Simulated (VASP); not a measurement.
Output of a VASP run:

File OSZICAR:
```
       N       E                     dE             d eps       ncg     rms          rms(c)
DAV:   1     0.564964486777E+03    0.56496E+03   -0.15092E+04  1280   0.234E+03
DAV:   2     0.114085347102E+03   -0.45088E+03   -0.44538E+03  1912   0.455E+02
DAV:   3    -0.278459871297E+01   -0.11687E+03   -0.11595E+03  2280   0.277E+02
DAV:   4    -0.171731210023E+02   -0.14389E+02   -0.14148E+02  2304   0.979E+01
DAV:   5    -0.192481028541E+02   -0.20750E+01   -0.19987E+01  2440   0.338E+01    0.528E+00
DAV:   6    -0.194611228833E+02   -0.21302E+00   -0.26046E+00  2408   0.129E+01    0.270E+00
DAV:   7    -0.194810787383E+02   -0.19956E-01   -0.35194E-01  2400   0.448E+00    0.640E-01
DAV:   8    -0.194891324661E+02   -0.80537E-02   -0.43216E-02  2448   0.155E+00    0.243E-01
DAV:   9    -0.194911478278E+02   -0.20154E-02   -0.60511E-03  2416   0.534E-01    0.180E-01
DAV:  10    -0.194929081479E+02   -0.17603E-02   -0.62289E-03  2088   0.590E-01    0.425E-02
DAV:  11    -0.194928811481E+02    0.27000E-04   -0.43346E-04  2384   0.226E-01    0.326E-02
DAV:  12    -0.194928719487E+02    0.91994E-05   -0.56895E-05  2352   0.547E-02    0.190E-02
DAV:  13    -0.194928756396E+02   -0.36909E-05   -0.19972E-05  2240   0.423E-02    0.415E-03
DAV:  14    -0.194928717092E+02    0.39305E-05   -0.21022E-06  2256   0.132E-02    0.205E-03
DAV:  15    -0.194928713971E+02    0.31209E-06   -0.28585E-07  1336   0.685E-03    0.151E-03
DAV:  16    -0.194928711854E+02    0.21163E-06   -0.57099E-08  1224   0.642E-03    0.190E-04
DAV:  17    -0.194928710154E+02    0.17006E-06   -0.14382E-08  1176   0.218E-03    0.306E-04
DAV:  18    -0.194928709823E+02    0.33091E-07   -0.71503E-09  1040   0.312E-03
   1 F= -.19492871E+02 E0= -.19492180E+02  d E =-.194929E+02
```

### OUTCAR
```
------------------------ aborting loop because EDIFF is reached ----------------------------------------
  FORCE on cell =-STRESS in cart. coord.  units (eV):
  Direction    XX          YY          ZZ          XY          YZ          ZX
  --------------------------------------------------------------------------------------
  Total        1.4249441      1.4249443      1.3772487      0.0000000      0.0000000      0.0000000
  in kB       16.2987120     16.2987143     15.7531661      0.0000000      0.0000000      0.0000000
  external PRESSURE =      16.1168641 kB  Pullay stress =       0.0000000 kB
  volume of cell :      140.07
      direct lattice vectors                 reciprocal lattice vectors
     1.849153263 -3.202827626  0.000000000     0.270394028 -0.156112054  0.000000000
     1.849153263  3.202827626  0.000000000     0.270394028  0.156112054  0.000000000
     0.000000000  0.000000000 11.825476435     0.000000000  0.000000000  0.084563189
 POSITION                                       TOTAL-FORCE (eV/Angst)
 -----------------------------------------------------------------------------------
      0.00000      0.00000      5.91274        -0.000000     -0.000000      0.000000
      0.00000      0.00000      0.00000        -0.000000      0.000000      0.000000
      1.84915      1.06761      2.95637        -0.000000     -0.000000      0.000000
      1.84915     -1.06761      8.86911         0.000000      0.000000      0.000000
 -----------------------------------------------------------------------------------
    total drift:                                0.000000      0.000000      0.000000
  FREE ENERGIE OF THE ION-ELECTRON SYSTEM (eV)
  ---------------------------------------------------
  free  energy   TOTEN  =       -19.4928709823 eV

  energy  without entropy=      -19.4907966582  energy(sigma->0) =      -19.49217954

 reached required accuracy - stopping structural energy minimisation
```
(Selected blocks of OUTCAR.)

**POSCAR**
```
La
1
    1.8491532628    -3.2028276261     0.0000000000
    1.8491532628     3.2028276261     0.0000000000
    0.0000000000     0.0000000000    11.8254764349
La
4
Direct
  0.0000000000   0.0000000000   0.5000000000
  0.0000000000   0.0000000000   0.0000000000
  0.3333330000   0.6666670000   0.2500000000
  0.6666670000   0.3333330000   0.7500000000
```

Q: Reconstruct the remaining input files.

A: Several could match; the one computed here: the input of the run itself, PBE GGA, plane waves, VASP's PBE PAW potentials (set 64).

INCAR:
```
! general
SYSTEM  = La
PREC    = Accurate
ENCUT   = 520
LREAL   = F
LASPH   = T

! electronic loop
EDIFF   = 1E-7
NELM    = 100
ALGO    = Normal
LMAXMIX = 6

! smearing
ISMEAR  = 1
SIGMA   = 0.1

! functional
GGA     = PE

! ions
IBRION  = 2
NSW     = 30
ISIF    = 4
EDIFFG  = -0.01

! output
LWAVE   = F
LCHARG  = F
```

File KPOINTS:
```
Automatic mesh
0
Gamma
9 9 3
0 0 0
```

POTCAR, in this order: La (PBE.64 set). Program: vasp_std.

The compound is La in the dhcp structure. This cell is one point of a volume scan, at 0.94 of the reference volume.
